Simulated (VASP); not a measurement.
Consider the following.

```
CsPbBr3
1.0
    5.80897     0.00000     0.00000
    0.00000     5.80897     0.00000
    0.00000     0.00000     5.80897
Cs Pb Br
1 1 3
Direct
  0.00000   0.00000   0.00000
  0.50000   0.50000   0.50000
  0.50000   0.00000   0.50000
  0.00000   0.50000   0.50000
  0.50000   0.50000   0.00000
```

Calculation: PBE GGA with D3 dispersion (Becke-Johnson damping), VASP's PBE PAW potentials (set 64) (plane waves; VASP). Numerical set-up: 520 eV cut-off, 4×4×4 Γ-centred mesh, Gaussian smearing of 0.050 eV, potentials Cs_sv Pb_d Br.

Unless said otherwise, spin-orbit coupling is left out, though it shifts the bands of the heavy elements here.

**Question.** Estimate the energy per atom (σ→0), pressure, band gap (on the k-mesh) with the smallest direct gap where there is one.

**Answer.** 
The band gap (on the k-mesh) comes out as 1.39 eV. The smallest direct gap (on the k-mesh) is 1.39 eV. The energy per atom (σ→0) comes out as -3.372 eV/atom. The pressure is 1.50 GPa.

Total energies compare only between runs with the same potentials, cut-off and functional.

The compound is CsPbBr3 in the cubic perovskite structure, the ideal cubic form; the compound distorts at low or room temperature. This cell is one point of a volume scan, at 0.94 of the reference volume.
